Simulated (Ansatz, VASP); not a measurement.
# Cross-check of In2O between VASP and Ansatz

Aim: how closely do two programs agree when they are given the same cell, functional and k mesh? The two relaxations start from unlike cells of this crystal (the structure described is Ansatz's start), so only their ends are compared.

Program: Ansatz 0.2.0. Level of theory: plane waves, with VASP 6.6.1 beside it; relaxation of cell and atoms at PBEsol. Results are calculated unless marked as measured.

The structure was built from a prototype and need not be the compound's stable phase.

## 1. The structure

The structure is trigonal, space group P-3m1 (No. 164). Conventional cell: a = 3.635 Å, b = 3.635 Å, c = 5.442 Å, α = 90.00°, β = 90.00°, γ = 120.00°. In has 3 O at 2.57 Å nearest. O has 6 In at 2.57 Å nearest. As first built, before any earlier steps moved the atoms (in the runner's words): all S replaced by O and Tl replaced by In in the P-3m1 structure of Tl2S. Farther neighbours and most contacts between anions are not listed.

## 2. Ansatz: relaxation of cell and atoms, PBEsol

Ansatz runs on its default PAW (the set named soft_2) files.

The relaxed volume is the usual yardstick between codes: in a stiff, nearly cubic crystal its relative difference is about their pressure difference at one cell divided by the bulk modulus.

Input file input.yaml:

```yaml
crystal:
  lattice:
    - [3.63474684, 0.0, 0.0]
    - [-1.81737342, 3.1477831, 0.0]
    - [0.0, 0.0, 5.44164979]
  atoms:
    - { symbol: In, position: [0.66666667, 0.33333333, 0.2742] }
    - { symbol: In, position: [0.33333333, 0.66666667, 0.7258] }
    - { symbol: O, position: [0.0, 0.0, 0.0] }
kpoints:
  mp_grid: { grid: [7, 7, 4] }
scf:
  occupations: { method: fermi_dirac, width: 0.05 }
hamiltonian:
  xc: pbesol
output:
  forces: true
  stress: true
relax:
  f_tol: 0.02
  max_steps: 50
  cell: {}
```

Command:

```console
> ansatz run input.yaml --threads 2 --pin off --max-ram 5120MiB --backend cpu --events-out ev --progress --plain --runs-dir out
```

Numbers of over 12 decimals in the logs are rounded to 6 here.

Log:

```text
Engine: ansatz 0.2.0, aarch64-unknown-linux-gnu
Pseudopotentials: kind: paw
Pseudopotential: In, paw, valence charge 13, recommended cutoff 420 eV (normal), In.paw.azcp
Pseudopotential: O, paw, valence charge 6, recommended cutoff 420 eV (normal), O.paw.azcp
Functional definition: PBEsol
  exchange = pbesol_x
  correlation = pbesol_c
Crystal: 3 atoms, lattice volume = 62.260 Å³
Basis set: ecut = 420 eV, 1183 PW (Γ), exchange–correlation on 50×50×80 points (8 copies of the dense FFT grid, shifted against one another)
Bands: 20, of which v1, the nominal top of the filled ones, is band 16 counted from 1 (15 counted from 0)
Symmetry: 12 space group operations
Space group: P-3m1 (ITA 164), of the structure as read, at distance tolerance 4.0e-5 Å
k-points: 28 of 196
Non-local potential: In, projectors of the file, l = 0: 2, l = 1: 2, l = 2: 2, l = 3: 2
Non-local potential: O, projectors of the file, l = 0: 2, l = 1: 2, l = 2: 1
PAW form: soft (Blöchl's): semilocal exchange-correlation on the pseudo side does not see the compensation charge
PAW frozen core: In, regenerated for the run's functional, and the local potential with it (the file was generated under x = pbe(κ = 0.804, μ = 0.219515), c = pbe(β = 0.066725))
PAW frozen core: O, regenerated for the run's functional, and the local potential with it (the file was generated under x = pbe(κ = 0.804, μ = 0.219515), c = pbe(β = 0.066725))
PAW one-centre angular grid: In, 590 points (default); XC on 64 Gauss nodes
PAW one-centre angular grid: O, 110 points (default); XC on 64 Gauss nodes
Initial density: superposition of atomic densities (neutral atoms: chi_scale 0, normalization atom), corrected by the library's trained network
Initial wavefunctions: pseudopotential atomic-orbital guess
Functional: x = pbesol(κ = 0.804, μ = 0.123457), c = pbesol(β = 0.046)
SCF iter   1: F=—  HF=-11610.776498 eV  |F-HF|=—  |Δ(HF+E_count)|=         —  Δρ=1.52e-2  dr2=1.46e-1  ethr=1.77e-3  ⟨swp⟩=6.2  Hψ=2685  notcnv=0
preconditioner: auto → Kerker (q_TF=auto, 2.442 Å⁻¹)  [metal: Δε(μ)=0.063 eV  Ē_g=14.492 eV  σ=0.050 eV  W_gap=0.31  n_scr=22 (ndim 8)  ℏωp=26.6 eV  f_vac=0.000  D(μ)=1.32/eV (n_scr^D=2)]
SCF iter   2: F=—  HF=-11610.753014 eV  |F-HF|=—  |Δ(HF+E_count)|=   2.35e-2  Δρ=6.07e-3  dr2=2.65e-2  ethr=4.55e-4  ⟨swp⟩=2.0  Hψ=865  notcnv=0
SCF iter   3: F=—  HF=-11610.748497 eV  |F-HF|=—  |Δ(HF+E_count)|=   4.52e-3  Δρ=9.37e-4  dr2=5.91e-4  ethr=8.29e-5  ⟨swp⟩=2.0  Hψ=740  notcnv=0
SCF iter   4: F=—  HF=-11610.748454 eV  |F-HF|=—  |Δ(HF+E_count)|=   4.29e-5  Δρ=2.65e-4  dr2=5.95e-5  ethr=1.85e-6  ⟨swp⟩=2.9  Hψ=1007  notcnv=0
SCF iter   5: F=—  HF=-11610.748444 eV  |F-HF|=—  |Δ(HF+E_count)|=   9.62e-6  Δρ=1.10e-4  dr2=1.87e-5  ethr=1.86e-7  ⟨swp⟩=2.6  Hψ=933  notcnv=0
SCF iter   6: F=—  HF=-11610.748442 eV  |F-HF|=—  |Δ(HF+E_count)|=   2.09e-6  Δρ=3.93e-5  dr2=1.63e-6  ethr=5.86e-8  ⟨swp⟩=2.4  Hψ=832  notcnv=0
SCF iter   7: F=-11610.748442 eV  HF=-11610.748442 eV  |F-HF|=1.88e-8  |Δ(HF+E_count)|=   3.64e-7  Δρ=7.68e-6  dr2=5.83e-8  ethr=3.13e-10  ⟨swp⟩=3.1  Hψ=2473  notcnv=0
SCF 1 converged in 7 iterations: F = -11610.748442 eV  dr2 = 5.83e-8
  greatest PAW one-centre occupation: 0.984 electrons in one spin orbital (limit 2), on the In atom at site 1 (counted from 0), in its partial waves of l = 2
relax step   1: F+E_penalty+E_count = -11610.74844154 eV  Δ(F+E_penalty+E_count) = +0.000e0 eV  max|allowed force component| = 8.682e-1 eV/Å  Δτ_max = 0.0000 Å  P = -6.188 GPa  Ω = 62.260 Å³  (7 SCF iters, dr2 threshold 1.00e-7 eV, accepted)
[...]
relax step  16: F+E_penalty+E_count = -11611.09519339 eV  Δ(F+E_penalty+E_count) = -2.902e-4 eV  max|allowed force component| = 1.593e-3 eV/Å  Δτ_max = 0.0026 Å  P = -0.000 GPa  Ω = 57.892 Å³  energy of the carried Pulay correction = -1.813e-3 eV  (6 SCF iters, dr2 threshold 1.34e-7 eV, accepted)
[...]
relax step  17: F+E_penalty+E_count = -11611.09778929 eV  Δ(F+E_penalty+E_count) = -2.596e-3 eV  max|allowed force component| = 6.672e-4 eV/Å  Δτ_max = 0.0000 Å  P = +0.060 GPa  Ω = 57.892 Å³  stress off target by 1.65e-1 GPa  SCF on the basis re-selected at this cell (its energy is not comparable with the rows above)  (6 SCF iters)
[...]
relax step  18: F+E_penalty+E_count = -11611.09768143 eV  Δ(F+E_penalty+E_count) = +1.079e-4 eV  max|allowed force component| = 6.064e-4 eV/Å  Δτ_max = 0.0033 Å  P = +0.011 GPa  Ω = 58.032 Å³  energy of the carried Pulay correction = -2.172e-4 eV  (6 SCF iters, dr2 threshold 6.83e-8 eV, accepted)
[...]
relax step  19: F+E_penalty+E_count = -11611.09785323 eV  Δ(F+E_penalty+E_count) = -1.718e-4 eV  max|allowed force component| = 5.326e-4 eV/Å  Δτ_max = 0.0000 Å  P = +0.013 GPa  Ω = 58.032 Å³  stress off target by 3.62e-2 GPa  SCF on the basis re-selected at this cell (its energy is not comparable with the rows above)  (8 SCF iters)
basis re-selected at this cell: Δ(F+E_penalty+E_count) = -1.718e-4 eV, ΔP = +0.002 GPa vs the last step (what re-selecting the basis moved, of the pressure what is left beyond the Pulay correction that the steps carried, after the strain that the cell walked since its last selection, with what the two solves' SCF thresholds leave and, on support functions, any second-order correction that the steps lacked; it is no m [...]
SCF converged after 8 iterations
Free energy (F): -11611.097853 eV
Harris-Foulkes:  -11611.097853 eV  (|F-HF|=1.82e-12)
Internal energy: -11611.090535 eV  (E = F + TS)
E sigma→0 (E₀):  -11611.094194 eV
Entropy (-TS):   -0.007319 eV (-2.440 meV/atom)
Fermi energy:    9.859107 eV
--- Per-component energies (eV) ---
  E_band       = -44.365091
  E_kinetic    = 657.338696
  E_local      = -2666.846672  (includes V_loc(G=0)·N_el)
  E_nonlocal   = 784.832139
  E_hartree    = 1054.156337
  E_xc         = -500.785387
  E_vxc        = -294.148570  (∫ρ·V_xc dr)
  E_paw        = -8315.761216  (= ΣΔE_a)
  E_vpaw       = -633.855749  (= ΣTr[D̂ρ^β])
  E_aug_tail   = 0.002391  (compensation charges beyond the density's cutoff)
  E_ewald      = -2624.533915
  E_core_change = 0.507093  (= ΣΔE_core)
  E_smearing   = -0.007319  (= −TS)
  E_closure    = -0.000000  (closes the sum)
  Σ components = -11611.097853   (vs F -11611.097853, Δ=0.00e0)
--- Forces (eV/Å), atoms counted from 1 ---
  atom   1  In     0.00000000    -0.00000000     0.00053259
  atom   2  In    -0.00000000     0.00000000    -0.00053259
  atom   3  O      0.00000000     0.00000000     0.00000000
  max |Σ_I F_I| component: 1.85e-17 eV/Å
--- Stress (GPa, compression-positive) ---
        0.000795      -0.000000       0.000000
       -0.000000       0.000795       0.000000
        0.000000       0.000000       0.036166
  P = ⅓ Tr σ = 0.0126 GPa (0.126 kbar)
--- Relaxed structure (16 steps of the walk, 15 accepted, 3 SCFs on fresh bases) ---
  F+E_penalty+E_count = -11611.09785323 eV   max|allowed force component| = 5.326e-4 eV/Å   (the final SCF, on the basis selected at the relaxed cell)
  cell:  # Å, volume = 58.0325 Å³
    - [3.218472, 0, 0]
    - [-1.609236, 2.787279, 0]
    - [0, 0, 6.469057]
  atoms:
    - { symbol: In, position: [0.666667, 0.333333, 0.239318] }
    - { symbol: In, position: [0.333333, 0.666667, 0.760682] }
    - { symbol: O, position: [0, 0, 0] }
```

## 3. VASP: relaxation of cell and atoms, PBEsol

Its own start cell and the same functional, mesh and smearing now go to VASP, with its own data sets.

Lines of VASP's logs that name or quote its potential files are left out, and so is its time.

Input file INCAR:

```
SYSTEM = In2O
PREC = Accurate
ENCUT = 600
EDIFF = 1E-07
NELM = 120
ISMEAR = -1
SIGMA = 0.05
LREAL = .FALSE.
ALGO = Normal
GGA = PS
NBANDS = 22
LORBIT = 11
LWAVE = .FALSE.
LCHARG = .FALSE.
ISIF = 3
IBRION = 2
NSW = 80
EDIFFG = -0.005
LASPH = .TRUE.
GGA_COMPAT = .FALSE.
NELMIN = 4
```

Input file POSCAR:

```
In2O
1.0
    3.2196225009     -0.0000000641      0.0000000000
   -1.6098108631      2.7882747502      0.0000000000
    0.0000000000      0.0000000000      6.4325330766
In O
2 1
Direct
    0.6666666667      0.3333333333      0.2407560153
    0.3333333333      0.6666666667      0.7592439847
    0.0000000000      0.0000000000      0.0000000000
```

Input file KPOINTS:

```
Automatic mesh
0
Gamma
7 7 4
0 0 0
```

Potentials, in the order of the species: In_d and O (PBE family, release 64).

Command:

```console
> mpirun -np 1 vasp_std
```

Log:

```text
[banner, memory and clock lines left out]
running    1 mpi-ranks, on    1 nodes
 distrk:  each k-point on    1 cores,    1 groups
 distr:  one band on    1 cores,    1 groups

 POSCAR found type information on POSCAR InO
 POSCAR found :  2 types and       3 ions
|                                                                             |
|               ----> ADVICE to this user running VASP <----                  |
|                                                                             |
|     You enforced a specific xc type in the INCAR file but a different       |
|     [... a line on the potential file left out ...]
|     I HOPE YOU KNOW WHAT YOU ARE DOING!                                     |
|                                                                             |

 LDA part: xc-table for (Slater+PW92), standard interpolation
 POSCAR, INCAR and KPOINTS ok, starting setup
 FFT: planning ... GRIDC
 FFT: planning ... GRID_SOFT
 FFT: planning ... GRID
 WAVECAR not read
 entering main loop
       N       E                     dE             d eps       ncg     rms          rms(c)
DAV:   1     0.285610216259E+03    0.28561E+03   -0.16945E+04  1232   0.221E+03
DAV:   2     0.173800993762E+02   -0.26823E+03   -0.25633E+03  1270   0.446E+02
DAV:   3    -0.138271233209E+02   -0.31207E+02   -0.29786E+02  1578   0.153E+02
DAV:   4    -0.149674892840E+02   -0.11404E+01   -0.11368E+01  1388   0.298E+01
DAV:   5    -0.150093899548E+02   -0.41901E-01   -0.41894E-01  1840   0.544E+00    0.855E+00
DAV:   6    -0.134135923307E+02    0.15958E+01   -0.61846E+00  1846   0.311E+01    0.656E+00
DAV:   7    -0.132056100506E+02    0.20798E+00   -0.90252E-01  1662   0.832E+00    0.209E+00
DAV:   8    -0.131898539768E+02    0.15756E-01   -0.23011E-01  1376   0.288E+00    0.617E-01
DAV:   9    -0.131836942982E+02    0.61597E-02   -0.98739E-03  2026   0.133E+00    0.330E-01
DAV:  10    -0.131835107449E+02    0.18355E-03   -0.31707E-03  1844   0.685E-01    0.899E-02
DAV:  11    -0.131834926148E+02    0.18130E-04   -0.33997E-04  1900   0.215E-01    0.353E-02
DAV:  12    -0.131834938460E+02   -0.12312E-05   -0.53020E-05  1412   0.587E-02    0.793E-03
DAV:  13    -0.131834948527E+02   -0.10067E-05   -0.89646E-06  1874   0.228E-02    0.526E-03
DAV:  14    -0.131834944052E+02    0.44751E-06   -0.10415E-06  1848   0.110E-02    0.201E-03
DAV:  15    -0.131834944096E+02   -0.44006E-08   -0.15322E-07  1094   0.248E-03
   1 F= -.13183494E+02 E0= -.13179454E+02  d E =-.131835E+02
[... from here on, the cycles between the ionic steps are left out ...]
   2 F= -.13183541E+02 E0= -.13179545E+02  d E =-.465034E-04
   3 F= -.13183541E+02 E0= -.13179548E+02  d E =-.464767E-04
   4 F= -.13183587E+02 E0= -.13179623E+02  d E =-.459801E-04
   5 F= -.13183652E+02 E0= -.13179778E+02  d E =-.110821E-03
   6 F= -.13183673E+02 E0= -.13179851E+02  d E =-.216986E-04
   7 F= -.13183674E+02 E0= -.13179866E+02  d E =-.223975E-04
   8 F= -.13183676E+02 E0= -.13179938E+02  d E =-.168458E-05
 trial-energy change:   -0.000002  1 .order   -0.000003   -0.000023    0.000017
 step:   0.7743(harm=  0.8399)  dis= 0.00035  next Energy=   -13.183680 (dE=-0.586E-05)
 bond charge predicted
       N       E                     dE             d eps       ncg     rms          rms(c)
DAV:   1    -0.131838765377E+02   -0.20072E-03   -0.58906E-03  1508   0.117E+00    0.930E-02
DAV:   2    -0.131837030680E+02    0.17347E-03   -0.52982E-04  1722   0.324E-01    0.297E-02
DAV:   3    -0.131836809592E+02    0.22109E-04   -0.63304E-05  1756   0.153E-01    0.130E-02
DAV:   4    -0.131836786741E+02    0.22851E-05   -0.13153E-05  1824   0.466E-02    0.849E-03
DAV:   5    -0.131836789459E+02   -0.27180E-06   -0.83837E-07  1236   0.622E-03    0.566E-03
DAV:   6    -0.131836796057E+02   -0.65983E-06   -0.33566E-07  1388   0.574E-03    0.164E-03
DAV:   7    -0.131836797757E+02   -0.17000E-06   -0.38589E-08   646   0.275E-03    0.398E-04
DAV:   8    -0.131836798091E+02   -0.33378E-07   -0.26994E-08   628   0.222E-03
   9 F= -.13183680E+02 E0= -.13179909E+02  d E =-.570389E-05
 curvature:  -0.88 expect dE=-0.107E-05 dE for cont linesearch -0.117E-06
 trial: gam=-0.10070 g(F)=  0.104E-07 g(S)=  0.121E-05 ort = 0.210E-05 (trialstep = 0.133E+01)
 search vector abs. value=  0.113E-05
 reached required accuracy - stopping structural energy minimisation
```

From OUTCAR (step 3):

```text
ion  position               nearest neighbor table
   1  0.667  0.333  0.241-   3 2.42   3 2.42   3 2.42   2 3.61   2 3.61   2 3.61   2 3.82   2 3.82
                             2 3.82
   2  0.333  0.667  0.759-   3 2.42   3 2.42   3 2.42   1 3.61   1 3.61   1 3.61   1 3.82   1 3.82
                             1 3.82
   3  0.000  0.000  0.000-   1 2.42   2 2.42   2 2.42   1 2.42   1 2.42   2 2.42

  LATTYP: Found a hexagonal cell.
 ALAT       =     3.2196225009
 C/A-ratio  =     1.9979153068

 Subroutine GETGRP returns: Found 12 space group operations
 (whereof 12 operations were pure point group operations)

The static configuration has the point symmetry D_3d.

 Found     28 irreducible k-points:

   k-points           NKPTS =     28   k-points in BZ     NKDIM =     28   number of bands    NBANDS=     22

   dimension x,y,z NGX =    28 NGY =   28 NGZ =   54
   dimension x,y,z NGXF=    56 NGYF=   56 NGZF=  108

   ENCUT  =  600.0 eV  44.10 Ry    6.64 a.u.   6.43  6.43 12.85*2*pi/ulx,y,z

   NELECT =      32.0000    total number of electrons

 k-points in reciprocal lattice and weights: Automatic mesh
   0.00000000  0.00000000  0.00000000       0.005
   0.14285714  0.00000000  0.00000000       0.031
   0.28571429  0.00000000  0.00000000       0.031
   0.42857143  0.00000000  0.00000000       0.031
   0.14285714  0.14285714  0.00000000       0.031
   0.28571429  0.14285714  0.00000000       0.061
   0.42857143  0.14285714  0.00000000       0.031
   0.28571429  0.28571429  0.00000000       0.031
   0.00000000  0.00000000  0.25000000       0.010
[...]
0.42857143  0.14285714  0.50000000       0.031
   0.28571429  0.28571429  0.50000000       0.031

 average (electrostatic) potential at core
       1 -93.7546       2 -93.7546       3 -68.5575

 E-fermi :   7.0000

 k-point     1 :       0.0000    0.0000    0.0000
  band No.  band energies     occupation
    ...
     13      -0.1404      2.00000
     14       4.2839      2.00000
     15       4.2839      2.00000
     16       5.8776      2.00000
     17       6.8832      1.82366
     18      15.1345      0.00000
     19      16.2279      0.00000
     20      16.9578      0.00000
     21      16.9578      0.00000
     22      19.4273      0.00000

 k-point     2 :       0.1429    0.0000    0.0000
  band No.  band energies     occupation
    ...
     12      -0.3847      2.00000
     13       0.1202      2.00000
     14       3.5467      2.00000
     15       4.1696      2.00000
     16       6.0199      2.00000
     17       7.9184      0.00000
     18      14.1939      0.00000
     19      14.8517      0.00000
     20      16.2111      0.00000
     21      16.3214      0.00000
    ...

 k-point     3 :       0.2857    0.0000    0.0000
  band No.  band energies     occupation
    ...
     12       0.4867      2.00000
     13       0.5927      2.00000
     14       3.1091      2.00000
     15       3.9136      2.00000
     16       6.2308      2.00000
     17       9.3814      0.00000
     18      10.7777      0.00000
     19      11.8833      0.00000
     20      14.9313      0.00000
     21      15.2247      0.00000
    ...

  Total       -0.0010532     -0.0010532      0.0085329     -0.0000000      0.0000000     -0.0000000
  in kB       -0.0291146     -0.0291146      0.2358846     -0.0000000      0.0000000     -0.0000000
  external PRESSURE =       0.0592185 kB  Pullay stress =       0.0000000 kB

  energy-cutoff  :      600.00
  volume of cell :       57.96
      direct lattice vectors                 reciprocal lattice vectors
     3.217923573 -0.000000064  0.000000000     0.310759404  0.179416990 -0.000000000
    -1.608961400  2.786803436 -0.000000000     0.000000007  0.358834067  0.000000000
     0.000000000 -0.000000000  6.462889384    -0.000000000  0.000000000  0.154729555

 POSITION                                       TOTAL-FORCE (eV/Angst)
 -----------------------------------------------------------------------------------
      1.60896      0.92893      1.55034         0.000000     -0.000000      0.000329
      0.00000      1.85787      4.91255        -0.000000      0.000000     -0.000329
      0.00000      0.00000      0.00000         0.000000      0.000000      0.000000
 -----------------------------------------------------------------------------------
    total drift:                               -0.000000      0.000000      0.000000

  FREE ENERGIE OF THE ION-ELECTRON SYSTEM (eV)
  ---------------------------------------------------
  free  energy   TOTEN  =       -13.1836798091 eV

  energy  without entropy=      -13.1761373657  energy(sigma->0) =      -13.17990859

 reached required accuracy - stopping structural energy minimisation

 total charge
# of ion       s       p       d       tot
------------------------------------------
    1        0.979   0.434   9.890  11.302
    2        0.979   0.434   9.890  11.302
    3        1.585   3.318   0.000   4.902
--------------------------------------------------
tot          3.542   4.185  19.780  27.507

[... 3 further parts left out ...]
```

CONTCAR:

```
In2O
   1.00000000000000
     3.2179235734213636   -0.0000000642694893    0.0000000000000000
    -1.6089613997411532    2.7868034361804610   -0.0000000000000000
     0.0000000000000001   -0.0000000000000000    6.4628893844713273
  In              O
     2     1
Direct
     0.6666666667000030    0.3333333332999970    0.2398837259579962
     0.3333333332999970    0.6666666667000030    0.7601162740420035
     0.0000000000000000    0.0000000000000000    0.0000000000000000
```

## 4. Comparison

Known differences besides the potentials themselves: the cutoff is 420 eV in Ansatz and 600 eV in VASP; Ansatz makes its cores anew for this functional, VASP keeps those of its PBE data sets; Ansatz adds a Pulay correction to the stress that steers its cell, VASP none. Total energies have different zeros and are not compared.

Compared:

```
                                         quantity  Ansatz   VASP  difference
                                      volume (Å³)   58.03  57.96     +0.13 %
edge a after relaxation, in the typed setting (Å)   3.219  3.218     +0.02 %
edge c after relaxation, in the typed setting (Å)   6.469  6.463     +0.10 %
```

## 5. What came out

```json
{
  "difference in volume (relaxation of cell and atoms, PBEsol)": "0.13 %"
}
```

The difference in volume is 0.13 % (relaxation of cell and atoms, PBEsol), within the 1.2 % picked in this series as the mark of a large difference, as far as the stopping tolerances let one tell. How closely two codes agree says nothing of how well the functional describes the real material.

[Lines on the potential files, build, host, timing and source positions are cut from VASP's logs without a mark.]

[Logs are printed without paths, hosts, clocks, repeated set-up lines and the standing remarks that a program may print on its own settings, such as how far it seeks lower states.]

[Hosts, paths, dates, database ids (printed as entryN), source tags and the programs' standing remarks are cut or masked in the printed files.]
